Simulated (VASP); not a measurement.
```
CELL_PARAMETERS angstrom
      0.00000     2.19667     2.19667
      2.19667     0.00000     2.19667
      2.19667     2.19667     0.00000
ATOMIC_POSITIONS crystal
  Hf 0.00000 0.00000 0.00000
  N  0.50000 0.50000 0.50000
```

Level of theory: AM05 GGA, VASP's PBE PAW potentials (set 64) (plane waves; VASP). Settings: 520 eV cut-off, 14×14×14 Γ-centred mesh, first-order Methfessel-Paxton smearing of 0.10 eV, potentials Hf_pv N.

Unless said otherwise, spin-orbit coupling is left out, though it shifts the bands of the heavy elements here.

Question: Estimate the energy per atom (σ→0), pressure, band gap (on the k-mesh) with the smallest direct gap where there is one.

Answer: 
```yaml
band gap (on the k-mesh): none (metal, semimetal or under 0.01 eV)
energy per atom (σ→0): -11.211 eV/atom
pressure: 20.59 GPa
```

The compound is HfN in the rock salt structure. This cell is one point of a volume scan, at 0.94 of the reference volume. The electron count is odd and the run is not spin-polarised, which forces a metal.
